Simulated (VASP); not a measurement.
OSZICAR of a VASP run on Na (bcc):

OSZICAR:
```
       N       E                     dE             d eps       ncg     rms          rms(c)
DAV:   1     0.125321856538E+03    0.12532E+03   -0.48411E+03   896   0.127E+03
DAV:   2     0.184894974014E+01   -0.12347E+03   -0.11969E+03  1128   0.322E+02
DAV:   3    -0.122329876734E+01   -0.30722E+01   -0.30648E+01  1064   0.747E+01
DAV:   4    -0.130927247470E+01   -0.85974E-01   -0.85973E-01  1296   0.108E+01
DAV:   5    -0.131195054828E+01   -0.26781E-02   -0.26781E-02  1168   0.127E+00    0.270E-01
DAV:   6    -0.131172788609E+01    0.22266E-03   -0.11623E-03  1144   0.415E-01    0.160E-01
DAV:   7    -0.131228617159E+01   -0.55829E-03   -0.15494E-03   928   0.446E-01    0.355E-02
DAV:   8    -0.131229045543E+01   -0.42838E-05   -0.84146E-05  1152   0.185E-01    0.103E-02
DAV:   9    -0.131229669880E+01   -0.62434E-05   -0.15920E-06   992   0.197E-02    0.226E-03
DAV:  10    -0.131229731572E+01   -0.61692E-06   -0.14365E-07   560   0.692E-03
   1 F= -.13122973E+01 E0= -.13122015E+01  d E =-.287579E-03
```

Problem. Which electronic solver shows in the log?

Solution. It is blocked Davidson (ALGO = Normal, or the opening steps of other solvers). The INCAR had ALGO = Normal.

Problem. Can the final energy be trusted as converged?

Solution. The calculation finished and met its thresholds. It stopped with EDIFF = 1E-6, NELM = 100 (PBE GGA, plane waves, VASP's PBE PAW potentials (set 64)).

The compound is Na in the bcc structure. The cell was not relaxed at this level. The run is one of a series of settings (ENCUT = 800, POTCAR Na_sv (PBE.64 set) against the base run), some of them coarse on purpose.
